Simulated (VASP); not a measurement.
Method: PBE GGA, VASP's PBE PAW potentials (set 64) (plane waves; VASP).

Input for VASP

File POSCAR:
```
Zr16S
1.0
  6.4596472807   0.0000000000   0.0000000000
  3.2298236403   5.5942185361   0.0000000000
  0.0000000000   0.0000000000  21.8588014094
Zr S
16 1
direct
  0.8366395542   0.3329745671   0.3277430202
  0.3303848787   0.3329745671   0.3277430202
  0.8342525544   0.8314938912   0.3279052235
  0.3318606025   0.8362777949   0.3278019543
  0.0003948488   0.0002198972   0.4390021563
  0.4993852541   0.0002198972   0.4390021563
  0.0009412975   0.4981174050   0.4388962159
  0.5009373472   0.4981253056   0.4395084154
  0.8296909684   0.3372740354   0.5641752120
  0.3330339962   0.3372740354   0.5641752120
  0.8353635626   0.8292718748   0.5575765512
  0.3300446917   0.8399096165   0.5639528706
  0.9878244876   0.9929232739   0.6741584446
  0.5192522385   0.9929232739   0.6741584446
  0.0017539734   0.4964920532   0.6745969425
  0.4933720332   0.5132559335   0.6790240968
  0.2515317110   0.9969365780   0.7550330638
```

**KPOINTS**
```
Automatic mesh
0
Gamma
5 5 1
0 0 0
```

**INCAR**
```
ISMEAR = 1
ISIF = 2   # forces and stress, cell fixed
LMAXMIX = 4
DIPOL = 0.5 0.5 0.5
PREC = Normal
NSW = 120
SIGMA = 0.1   # width (eV)
LREAL = F   # projection in real space or not
EDIFF = 1E-5
ENCUT = 400   # plane-wave cut-off (eV)
NELMIN = 4
NELM = 100   # most electronic steps
GGA = PE   # PBE
IDIPOL = 3
SYSTEM = Zr16S
LWAVE = T
EDIFFG = -0.03
ALGO = Normal
IBRION = 2
LDIPOL = T
LASPH = T
LCHARG = F
```

POTCAR, in this order: Zr_sv S (PBE.64 set). Program: vasp_std.

Output

File OUTCAR:
```
 ion  position               nearest neighbor table
   1  0.837  0.333  0.328-   7 3.05   5 3.06   8 3.08   2 3.19   4 3.20   3 3.21   3 3.25   4 3.26
                             2 3.27
   2  0.330  0.333  0.328-   7 3.05   6 3.06   8 3.08   1 3.19   4 3.20   3 3.21   3 3.25   4 3.26
                             1 3.27
   3  0.834  0.831  0.328-   7 3.06   6 3.07   5 3.07   1 3.21   2 3.21   4 3.23   4 3.23   1 3.25
                             2 3.25
   4  0.332  0.836  0.328-   5 3.06   6 3.06   8 3.09   1 3.20   2 3.20   3 3.23   3 3.23   2 3.26
                             1 3.26
   5  0.000  0.000  0.439-   4 3.06   1 3.06   3 3.07  11 3.20   7 3.22   8 3.22   6 3.22   6 3.24
                             8 3.24   7 3.24  12 3.30   9 3.32
   6  0.499  0.000  0.439-   4 3.06   2 3.06   3 3.07  11 3.20   7 3.22   8 3.22   5 3.22   5 3.24
                             8 3.24   7 3.24  12 3.30  10 3.32
   7  0.001  0.498  0.439-   2 3.05   1 3.05   3 3.06  11 3.19   5 3.22   6 3.22   8 3.23   8 3.23
                             6 3.24   5 3.24  10 3.31   9 3.31
   8  0.501  0.498  0.440-   1 3.08   2 3.08   4 3.09   6 3.22   5 3.22   7 3.23   7 3.23   5 3.24
                             6 3.24   9 3.29  10 3.29  12 3.32
   9  0.830  0.337  0.564-  15 3.04  13 3.08  16 3.14  11 3.20  10 3.21  12 3.22  12 3.24  10 3.25
                            11 3.27   8 3.29   7 3.31   5 3.32
  10  0.333  0.337  0.564-  15 3.04  14 3.08  16 3.14  11 3.20   9 3.21  12 3.22  12 3.24   9 3.25
                            11 3.27   8 3.29   7 3.31   6 3.32
  11  0.835  0.829  0.558-  14 3.10  13 3.10  15 3.16   7 3.19   9 3.20  10 3.20   6 3.20   5 3.20
                            12 3.23  12 3.23   9 3.27  10 3.27
  12  0.330  0.840  0.564-  13 3.08  14 3.08  16 3.11   9 3.22  10 3.22  11 3.23  11 3.23  10 3.24
                             9 3.24   5 3.30   6 3.30   8 3.32
  13  0.988  0.993  0.674-  17 2.46  14 3.03  12 3.08   9 3.08  11 3.10  15 3.16  16 3.19  16 3.28
                            15 3.30  14 3.43
  14  0.519  0.993  0.674-  17 2.46  13 3.03  12 3.08  10 3.08  11 3.10  15 3.16  16 3.19  16 3.28
                            15 3.30  13 3.43
  15  0.002  0.496  0.675-  10 3.04   9 3.04  13 3.16  14 3.16  11 3.16  16 3.23  16 3.23  13 3.30
                            14 3.30  17 3.30
  16  0.493  0.513  0.679-  12 3.11   9 3.14  10 3.14  17 3.18  13 3.19  14 3.19  15 3.23  15 3.23
                            14 3.28  13 3.28
  17  0.252  0.997  0.755-  13 2.46  14 2.46  16 3.18  15 3.30
  LATTYP: Found a hexagonal cell.
 ALAT       =     6.4596471867
 C/A-ratio  =     3.3839002004
 Subroutine PRICEL returns:
 Original cell was already a primitive cell.
 Subroutine GETGRP returns: Found  2 space group operations
The static configuration has the point symmetry C_1 .
 The point group associated with its full space group is C_1h.
The dynamic configuration has the point symmetry C_1 .
 Subroutine INISYM returns: Found  2 space group operations
 Subroutine IBZKPT returns following result:
 Found      9 irreducible k-points:

 Following reciprocal coordinates:
            Coordinates               Weight
  0.000000  0.000000  0.000000      1.000000
  0.200000  0.000000  0.000000      4.000000
  0.000000  0.200000  0.000000      2.000000
  0.400000 -0.000000  0.000000      4.000000
  0.000000  0.400000  0.000000      2.000000
  0.400000  0.200000  0.000000      2.000000
  0.200000  0.400000  0.000000      4.000000
 -0.400000  0.200000  0.000000      4.000000
 -0.200000  0.400000  0.000000      2.000000
   k-points           NKPTS =      9   k-points in BZ     NKDIM =      9   number of bands    NBANDS=    118
   number of dos      NEDOS =    301   number of ions     NIONS =     17
   total plane-waves  NPLWV = 110592
   dimension x,y,z NGX =    32 NGY =   32 NGZ =  108
   dimension x,y,z NGXF=    64 NGYF=   64 NGZF=  216
   ions per type =              16   1
   PREC   = normal    normal or accurate (medium, high low for compatibility)
   ISTART =      0    job   : 0-new  1-cont  2-samecut
   ICHARG =      2    charge: 1-file 2-atom 10-const
   ISPIN  =      1    spin polarized calculation?
   LNONCOLLINEAR =      F non collinear calculations
   LSORBIT =      F    spin-orbit coupling
   INIWAV =      1    electr: 0-lowe 1-rand  2-diag
   ENCUT  =  400.0 eV  29.40 Ry    5.42 a.u.  10.53 10.53 35.65*2*pi/ulx,y,z
   NELM   =    100;   NELMIN=  4; NELMDL= -5     # of ELM steps
   EDIFF  = 0.1E-04   stopping-criterion for ELM
   LREAL  =      F    real-space projection
...
```

OSZICAR:
```
...
DAV:   5    -0.136598440889E+03   -0.22853E-02   -0.28201E-02  2984   0.395E-01    0.355E-01
DAV:   6    -0.136596937188E+03    0.15037E-02   -0.16091E-02  2768   0.396E-01    0.200E-01
DAV:   7    -0.136596339297E+03    0.59789E-03   -0.51501E-03  3408   0.248E-01    0.855E-02
DAV:   8    -0.136596266715E+03    0.72582E-04   -0.86999E-04  3024   0.117E-01    0.480E-02
DAV:   9    -0.136596287862E+03   -0.21147E-04   -0.15155E-04  2392   0.447E-02    0.302E-02
DAV:  10    -0.136596288720E+03   -0.85768E-06   -0.77717E-05  2176   0.343E-02
  34 F= -.13659629E+03 E0= -.13659701E+03  d E =-.953819E-02
       N       E                     dE             d eps       ncg     rms          rms(c)
DAV:   1    -0.136546854243E+03    0.49434E-01   -0.23634E+01  2124   0.185E+01    0.846E-01
DAV:   2    -0.136639077322E+03   -0.92223E-01   -0.79656E-01  2600   0.288E+00    0.102E+00
DAV:   3    -0.136674110168E+03   -0.35033E-01   -0.10619E+00  3664   0.200E+00    0.124E+00
DAV:   4    -0.136603658641E+03    0.70452E-01   -0.32062E-01  3320   0.107E+00    0.331E-01
DAV:   5    -0.136604130113E+03   -0.47147E-03   -0.15626E-02  3000   0.335E-01    0.283E-01
DAV:   6    -0.136603285286E+03    0.84483E-03   -0.69999E-03  2720   0.253E-01    0.156E-01
DAV:   7    -0.136603049718E+03    0.23557E-03   -0.26713E-03  3504   0.196E-01    0.673E-02
DAV:   8    -0.136602947112E+03    0.10261E-03   -0.63232E-04  2824   0.854E-02    0.325E-02
DAV:   9    -0.136602954513E+03   -0.74007E-05   -0.98553E-05  2264   0.365E-02
  35 F= -.13660295E+03 E0= -.13660354E+03  d E =-.162040E-01
       N       E                     dE             d eps       ncg     rms          rms(c)
DAV:   1    -0.136586472719E+03    0.16474E-01   -0.11551E+01  2124   0.132E+01    0.427E-01
DAV:   2    -0.136619693000E+03   -0.33220E-01   -0.30728E-01  2632   0.195E+00    0.489E-01
DAV:   3    -0.136630065817E+03   -0.10373E-01   -0.26447E-01  3696   0.982E-01    0.673E-01
DAV:   4    -0.136612551373E+03    0.17514E-01   -0.85482E-02  3112   0.588E-01    0.199E-01
DAV:   5    -0.136613040530E+03   -0.48916E-03   -0.56832E-03  2840   0.218E-01    0.182E-01
DAV:   6    -0.136612430727E+03    0.60980E-03   -0.37268E-03  2864   0.190E-01    0.755E-02
DAV:   7    -0.136612362552E+03    0.68175E-04   -0.10855E-03  3328   0.112E-01    0.351E-02
DAV:   8    -0.136612352236E+03    0.10316E-04   -0.14375E-04  2288   0.460E-02    0.211E-02
DAV:   9    -0.136612355379E+03   -0.31432E-05   -0.30022E-05  1888   0.220E-02
  36 F= -.13661236E+03 E0= -.13661302E+03  d E =-.940087E-02
       N       E                     dE             d eps       ncg     rms          rms(c)
DAV:   1    -0.136558703161E+03    0.53649E-01   -0.26088E+01  2124   0.199E+01    0.640E-01
DAV:   2    -0.136623508170E+03   -0.64805E-01   -0.64931E-01  2616   0.289E+00    0.552E-01
DAV:   3    -0.136688866799E+03   -0.65359E-01   -0.65633E-01  3816   0.151E+00    0.129E+00
DAV:   4    -0.136618647190E+03    0.70220E-01   -0.32911E-01  3352   0.109E+00    0.308E-01
DAV:   5    -0.136619329073E+03   -0.68188E-03   -0.13308E-02  2896   0.316E-01    0.267E-01
DAV:   6    -0.136618501075E+03    0.82800E-03   -0.72420E-03  2792   0.265E-01    0.129E-01
DAV:   7    -0.136618298336E+03    0.20274E-03   -0.29430E-03  3520   0.189E-01    0.575E-02
DAV:   8    -0.136618263978E+03    0.34358E-04   -0.42476E-04  2792   0.778E-02    0.324E-02
DAV:   9    -0.136618271178E+03   -0.72006E-05   -0.74626E-05  2288   0.335E-02
  37 F= -.13661827E+03 E0= -.13661864E+03  d E =-.153167E-01
       N       E                     dE             d eps       ncg     rms          rms(c)
DAV:   1    -0.136586585055E+03    0.31679E-01   -0.17223E+01  2124   0.160E+01    0.597E-01
DAV:   2    -0.136627318163E+03   -0.40733E-01   -0.42424E-01  2560   0.235E+00    0.405E-01
DAV:   3    -0.136694961239E+03   -0.67643E-01   -0.50779E-01  3792   0.138E+00    0.126E+00
DAV:   4    -0.136628093564E+03    0.66868E-01   -0.32962E-01  3344   0.105E+00    0.338E-01
DAV:   5    -0.136626097693E+03    0.19959E-02   -0.12717E-02  2848   0.311E-01    0.221E-01
DAV:   6    -0.136625983054E+03    0.11464E-03   -0.32860E-03  2856   0.190E-01    0.101E-01
DAV:   7    -0.136625880573E+03    0.10248E-03   -0.19408E-03  3368   0.153E-01    0.456E-02
DAV:   8    -0.136625849551E+03    0.31022E-04   -0.28706E-04  2416   0.621E-02    0.250E-02
DAV:   9    -0.136625853607E+03   -0.40561E-05   -0.45409E-05  2072   0.232E-02
  38 F= -.13662585E+03 E0= -.13662548E+03  d E =-.758243E-02
       N       E                     dE             d eps       ncg     rms          rms(c)
DAV:   1    -0.136624151105E+03    0.16984E-02   -0.96561E-01  2136   0.379E+00    0.140E-01
DAV:   2    -0.136626734882E+03   -0.25838E-02   -0.25237E-02  2568   0.560E-01    0.133E-01
DAV:   3    -0.136629647609E+03   -0.29127E-02   -0.32442E-02  3720   0.355E-01    0.291E-01
DAV:   4    -0.136626393261E+03    0.32543E-02   -0.14614E-02  3088   0.241E-01    0.771E-02
DAV:   5    -0.136626303992E+03    0.89269E-04   -0.60119E-04  2632   0.692E-02    0.531E-02
DAV:   6    -0.136626298877E+03    0.51149E-05   -0.18993E-04  2720   0.476E-02    0.251E-02
DAV:   7    -0.136626291003E+03    0.78742E-05   -0.10601E-04  2120   0.368E-02    0.103E-02
DAV:   8    -0.136626291657E+03   -0.65454E-06   -0.15092E-05  1584   0.158E-02
  39 F= -.13662629E+03 E0= -.13662572E+03  d E =-.802048E-02
       N       E                     dE             d eps       ncg     rms          rms(c)
DAV:   1    -0.136611875051E+03    0.14416E-01   -0.79481E+00  2124   0.108E+01    0.502E-01
DAV:   2    -0.136630792037E+03   -0.18917E-01   -0.19993E-01  2512   0.160E+00    0.314E-01
DAV:   3    -0.136693955676E+03   -0.63164E-01   -0.41877E-01  3744   0.123E+00    0.121E+00
DAV:   4    -0.136629812372E+03    0.64143E-01   -0.28480E-01  3440   0.998E-01    0.185E-01
DAV:   5    -0.136630473896E+03   -0.66152E-03   -0.72088E-03  2936   0.206E-01    0.150E-01
DAV:   6    -0.136630263915E+03    0.20998E-03   -0.44688E-03  2896   0.193E-01    0.942E-02
DAV:   7    -0.136630048517E+03    0.21540E-03   -0.13055E-03  3160   0.116E-01    0.373E-02
DAV:   8    -0.136630037616E+03    0.10902E-04   -0.18709E-04  2240   0.528E-02    0.231E-02
DAV:   9    -0.136630039070E+03   -0.14537E-05   -0.44155E-05  2016   0.254E-02
  40 F= -.13663004E+03 E0= -.13662884E+03  d E =-.374741E-02
       N       E                     dE             d eps       ncg     rms          rms(c)
DAV:   1    -0.136629892332E+03    0.14528E-03   -0.99764E-02  2190   0.122E+00    0.531E-02
DAV:   2    -0.136630159925E+03   -0.26759E-03   -0.26526E-03  2544   0.182E-01    0.455E-02
DAV:   3    -0.136630749116E+03   -0.58919E-03   -0.51382E-03  2834   0.139E-01    0.125E-01
DAV:   4    -0.136630116670E+03    0.63245E-03   -0.28012E-03  2280   0.105E-01    0.221E-02
DAV:   5    -0.136630126790E+03   -0.10119E-04   -0.91480E-05  2162   0.253E-02    0.195E-02
DAV:   6    -0.136630120622E+03    0.61675E-05   -0.55295E-05  2016   0.237E-02
  41 F= -.13663012E+03 E0= -.13662885E+03  d E =-.382896E-02
       N       E                     dE             d eps       ncg     rms          rms(c)
DAV:   1    -0.136623918559E+03    0.62082E-02   -0.34802E+00  2124   0.718E+00    0.315E-01
DAV:   2    -0.136632041645E+03   -0.81231E-02   -0.86967E-02  2528   0.106E+00    0.200E-01
DAV:   3    -0.136654223170E+03   -0.22182E-01   -0.15090E-01  3688   0.744E-01    0.727E-01
DAV:   4    -0.136631785058E+03    0.22438E-01   -0.10734E-01  3352   0.595E-01    0.120E-01
DAV:   5    -0.136631939348E+03   -0.15429E-03   -0.23451E-03  2864   0.120E-01    0.796E-02
DAV:   6    -0.136631996643E+03   -0.57295E-04   -0.15435E-03  2944   0.115E-01    0.596E-02
DAV:   7    -0.136631877782E+03    0.11886E-03   -0.67118E-04  2616   0.759E-02    0.242E-02
DAV:   8    -0.136631872341E+03    0.54418E-05   -0.89205E-05  2088   0.375E-02
  42 F= -.13663187E+03 E0= -.13663031E+03  d E =-.175172E-02
```

OUTCAR:
```
------------------------ aborting loop because EDIFF is reached ----------------------------------------
  FORCE on cell =-STRESS in cart. coord.  units (eV):
  Direction    XX          YY          ZZ          XY          YZ          ZX
  --------------------------------------------------------------------------------------
  Total       -2.4881752     -4.2561499     -0.5860663      0.0000000     -0.3219690      0.0000000
  in kB       -5.0468101     -8.6328246     -1.1887286      0.0000000     -0.6530555      0.0000000
  external PRESSURE =      -4.9561211 kB  Pullay stress =       0.0000000 kB
  volume of cell :      789.90
      direct lattice vectors                 reciprocal lattice vectors
     6.459647281  0.000000000  0.000000000     0.154807214 -0.089377989  0.000000000
     3.229823640  5.594218536  0.000000000     0.000000000  0.178755977  0.000000000
     0.000000000  0.000000000 21.858801409     0.000000000  0.000000000  0.045748163
 POSITION                                       TOTAL-FORCE (eV/Angst)
 -----------------------------------------------------------------------------------
      6.41064      1.87272      7.15016        -0.010515     -0.000663      0.000432
      3.27882      1.87272      7.15016         0.010515     -0.000663      0.000432
      8.07456      4.72709      7.12839        -0.000000      0.007911     -0.010048
      4.84473      4.66783      7.23233        -0.000000      0.026262     -0.007717
      6.45781      0.01530      9.60804        -0.007426     -0.000614      0.009495
      3.23166      0.01530      9.60804         0.007426     -0.000614      0.009495
      8.07456      2.80518      9.46742        -0.000000      0.012119      0.019580
      4.84474      2.80563      9.65476        -0.000000      0.014430     -0.017083
      6.42298      1.94803     12.24468        -0.005662     -0.008305     -0.016956
      3.26649      1.94803     12.24468         0.005662     -0.008305     -0.016956
      8.07456      4.79091     12.19618         0.000000     -0.000722      0.003714
      4.84473      4.75936     12.40716         0.000000     -0.016390     -0.003710
      6.44687      0.05301     14.84539        -0.002405      0.001382      0.007290
      3.24261      0.05301     14.84539         0.002405      0.001382      0.007290
      8.07456      2.88617     14.50455         0.000000     -0.013787      0.014482
      4.84474      2.88846     14.89535         0.000000     -0.009130      0.025157
      4.84474      4.78026     16.61635         0.000000     -0.004293     -0.024896
 -----------------------------------------------------------------------------------
    total drift:                                0.046463     -0.003071      0.005898
  FREE ENERGIE OF THE ION-ELECTRON SYSTEM (eV)
  ---------------------------------------------------
  free  energy   TOTEN  =      -136.6318723405 eV

  energy  without entropy=     -136.6271922936  energy(sigma->0) =     -136.63031232

 reached required accuracy - stopping structural energy minimisation
```
(Selected blocks of OUTCAR.)

**CONTCAR**
```
Zr16S
   1.00000000000000
     6.4596472806999996    0.0000000000000000    0.0000000000000000
     3.2298236402999998    5.5942185360999996    0.0000000000000000
     0.0000000000000000    0.0000000000000000   21.8588014094000016
  Zr              S
    16     1
Direct
     0.8250334571388096    0.3347597835426114    0.3271065208271416
     0.3402057593185815    0.3347597835426114    0.3271065208271416
     0.8275019831598700    0.8449950336802625    0.3261108116790980
     0.3327982281830816    0.8344025435338376    0.3308659195705078
     0.9983479569563520    0.0027355921154659    0.4395501830198534
     0.4989164510281767    0.0027355921154659    0.4395501830198534
     0.9992789147511933    0.5014421704976135    0.4331169648183160
     0.4992381680814665    0.5015236638370666    0.4416875674210256
     0.8202124693813569    0.3482213052776154    0.5601715385840764
     0.3315652253410298    0.3482213052776154    0.5601715385840764
     0.8217972151139442    0.8564045697721140    0.5579526896547304
     0.3246175718447225    0.8507638562105629    0.5676045553102406
     0.9932836963045235    0.0094750651378556    0.6791493948140449
     0.4972412385576215    0.0094750651378556    0.6791493948140449
     0.9920402714784886    0.5159194570430231    0.6635566823058807
     0.4918351973291840    0.5163296052416373    0.6814350857973666
     0.3227501960316096    0.8544996079367807    0.7601674491526141
```

File OUTCAR:
```
 val. band max:        2.3093455124   @ k =   0.4000   0.2000   0.0000

 cond. band min:       2.3163000548   @ k =  -0.2000   0.4000   0.0000


 Fermi energy:         2.3152351908

 k-point     1 :       0.0000    0.0000    0.0000
  band No.  band energies     occupation
      1     -46.6620      2.00000
      2     -46.6526      2.00000
      3     -46.5792      2.00000
      4     -46.5771      2.00000
      5     -46.5628      2.00000
      6     -46.5543      2.00000
      7     -46.5475      2.00000
      8     -46.4465      2.00000
      9     -46.3465      2.00000
     10     -46.2931      2.00000
     11     -46.2631      2.00000
     12     -46.2623      2.00000
     13     -46.2481      2.00000
     14     -46.2426      2.00000
     15     -46.2349      2.00000
     16     -46.2318      2.00000
     17     -25.0619      2.00000
     18     -25.0511      2.00000
     19     -25.0352      2.00000
     20     -25.0286      2.00000
     21     -25.0266      2.00000
     22     -24.9699      2.00000
     23     -24.9598      2.00000
     24     -24.9519      2.00000
     25     -24.9133      2.00000
     26     -24.9119      2.00000
     27     -24.9015      2.00000
     28     -24.8627      2.00000
     29     -24.8163      2.00000
     30     -24.8075      2.00000
     31     -24.5793      2.00000
     32     -24.5592      2.00000
     33     -24.5270      2.00000
     34     -24.5220      2.00000
     35     -24.5074      2.00000
     36     -24.4781      2.00000
     37     -24.4730      2.00000
     38     -24.4689      2.00000
     39     -24.4622      2.00000
     40     -24.4546      2.00000
     41     -24.4464      2.00000
     42     -24.4393      2.00000
     43     -24.3665      2.00000
     44     -24.3115      2.00000
     45     -24.3113      2.00000
     46     -24.2864      2.00000
     47     -24.2851      2.00000
     48     -24.2521      2.00000
     49     -24.2400      2.00000
     50     -24.2179      2.00000
     51     -24.1950      2.00000
...
```

The cell is a thin slab with vacuum, built from Zr (hcp): (001) face, S adsorbed.
